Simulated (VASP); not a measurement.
Data:

```
As
1.0
    3.60536    -1.93186    -0.05448
    3.60536     1.93186    -0.05448
    2.61854     0.00000     3.14276
As
2
Cartesian
  2.26644   0.00000   0.69954
  7.56282   0.00000   2.33426
```

Calculation: PBE GGA with D3 dispersion (Becke-Johnson damping), VASP's PBE PAW potentials (set 64) (plane waves; VASP). Run with 520 eV cut-off, 12×12×12 Γ-centred mesh, first-order Methfessel-Paxton smearing of 0.10 eV, potentials As.

### Question
The ions and cell shape at fixed volume are relaxed. Predict the relaxed structure.

### Answer

```
As
1.0
    3.68285    -1.90827    -0.01631
    3.68285     1.90827    -0.01631
    2.70807     0.00000     3.14189
As
2
Direct
  0.22790   0.22790   0.22790
  0.77210   0.77210   0.77210
```
Space group R-3m (166), at a tolerance of 0.03 Å.

### Question
How much energy does the relaxation gain?

### Answer
The energy (σ→0) changes by -6.6 meV/atom, in 6 ionic steps.

The compound is As in the a7 structure. This cell is one point of a volume scan, at 1.06 of the reference volume. Symmetry was kept, so distortions that lower it aren't found.
